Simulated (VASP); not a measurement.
VASP ran on this input.

**INCAR**
```
# general
SYSTEM   =  BaHfO3
PREC     =  Accurate
ENCUT    =  520   # plane-wave cut-off (eV)
LREAL    =  .FALSE.
LASPH    =  .TRUE.   # aspherical one-centre terms

# electronic loop
EDIFF    =  1E-7   # SCF stop (eV)
NELM     =  100   # most electronic steps
ALGO     =  Normal
LMAXMIX  =  6   # l cut-off of mixed one-centre charges

# smearing
ISMEAR   =  0
SIGMA    =  0.05   # width (eV)

# functional
GGA      =  PE

# ions
ISIF     =  2

# output
LWAVE    =  .FALSE.
LCHARG   =  .FALSE.
```

POSCAR:
```
BaHfO3
1
    4.1590086101     0.0000000000     0.0000000000
    0.0000000000     4.1590086101     0.0000000000
    0.0000000000     0.0000000000     4.1590086101
Ba Hf O
1 1 3
Direct
  0.0000000000   0.0000000000   0.0000000000
  0.5000000000   0.5000000000   0.5000000000
  0.5000000000   0.0000000000   0.5000000000
  0.0000000000   0.5000000000   0.5000000000
  0.5000000000   0.5000000000   0.0000000000
```

**KPOINTS**
```
Automatic mesh
0
Gamma
5 5 5
0 0 0
```

POTCAR, in this order: Ba_sv Hf_pv O (PBE.64 set). Program: vasp_std.

**Question.** Translate this PBE calculation to Quantum ESPRESSO's pw.x.

**Answer.** One equivalent input (not run):
```
&CONTROL
  calculation = 'scf'
  pseudo_dir = './pseudo'
  outdir = './out'
  tprnfor = .true.
  tstress = .true.
/
&SYSTEM
  ibrav = 0
  nat = 5
  ntyp = 3
  ecutwfc = 84
  occupations = 'smearing'
  smearing = 'gaussian'
  degauss = 0.003675
  input_dft = 'pbe'
/
&ELECTRONS
  conv_thr = 7.3e-09
  electron_maxstep = 100
/
ATOMIC_SPECIES
  Ba 137.327 Ba.upf
  Hf 178.490 Hf.upf
  O 15.999 O.upf
CELL_PARAMETERS angstrom
     4.1590086    0.0000000    0.0000000
     0.0000000    4.1590086    0.0000000
     0.0000000    0.0000000    4.1590086
ATOMIC_POSITIONS crystal
  Ba   0.0000000  0.0000000  0.0000000
  Hf   0.5000000  0.5000000  0.5000000
  O    0.5000000  0.0000000  0.5000000
  O    0.0000000  0.5000000  0.5000000
  O    0.5000000  0.5000000  0.0000000
K_POINTS automatic
  5 5 5 0 0 0
```
What does not carry over: the potentials are each code's own (VASP's PAW set, PseudoDojo norm-conserving files in pw.x), so ENCUT and ecutwfc are chosen apart and not converted; conv_thr bounds pw.x's estimated SCF error, while EDIFF bounds the energy change between steps.

The compound is BaHfO3 in the cubic perovskite structure. This cell is one point of a volume scan, at 0.97 of the reference volume.
